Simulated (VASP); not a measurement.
The input files of a VASP run:

POSCAR:
```
AgI
1
    0.0000000000     3.1088928421     3.1088928421
    3.1088928421     0.0000000000     3.1088928421
    3.1088928421     3.1088928421     0.0000000000
Ag I
1 1
Direct
  0.0000000000   0.0000000000   0.0000000000
  0.2500000000   0.2500000000   0.2500000000
```

### KPOINTS
```
Automatic mesh
0
Gamma
7 7 7
0 0 0
```

**INCAR**
```
SYSTEM = AgI
PREC = Accurate
ENCUT = 500
EDIFF = 1E-6
NELM = 100
ALGO = Normal
LREAL = .FALSE.
LASPH = .TRUE.
ISMEAR = 0
SIGMA = 0.05
GGA = PS
LMAXMIX = 4
LWAVE = .FALSE.
LCHARG = .FALSE.
IBRION = 2
ISIF = 3
NSW = 40
EDIFFG = -0.02
PSTRESS = 100
```

POTCAR, in this order: Ag I (PBE.64 set). Program: vasp_std.

Task: Translate this PBEsol calculation to Quantum ESPRESSO's pw.x.

Result: One equivalent input (not run):
```
&CONTROL
  calculation = 'vc-relax'
  pseudo_dir = './pseudo'
  outdir = './out'
  tprnfor = .true.
  tstress = .true.
  nstep = 40
  forc_conv_thr = 0.00078
/
&SYSTEM
  ibrav = 0
  nat = 2
  ntyp = 2
  ecutwfc = 82
  occupations = 'smearing'
  smearing = 'gaussian'
  degauss = 0.003675
  input_dft = 'pbesol'
/
&ELECTRONS
  conv_thr = 7.3e-08
  electron_maxstep = 100
/
&IONS
/
&CELL
  press = 100
/
ATOMIC_SPECIES
  Ag 107.868 Ag.upf
  I 126.904 I.upf
CELL_PARAMETERS angstrom
     0.0000000    3.1088928    3.1088928
     3.1088928    0.0000000    3.1088928
     3.1088928    3.1088928    0.0000000
ATOMIC_POSITIONS crystal
  Ag   0.0000000  0.0000000  0.0000000
  I    0.2500000  0.2500000  0.2500000
K_POINTS automatic
  7 7 7 0 0 0
```
The two are equivalent in intent, not identical: the potentials are each code's own (VASP's PAW set, PseudoDojo norm-conserving files in pw.x), so ENCUT and ecutwfc are chosen apart and not converted; conv_thr bounds pw.x's estimated SCF error, while EDIFF bounds the energy change between steps; forc_conv_thr acts on force components and is met together with etot_conv_thr.

The compound is AgI in the zinc blende structure, whereas wurtzite is the usual form. This run relaxes it under an external pressure of 10 GPa. Symmetry was kept, so distortions that lower it aren't found.
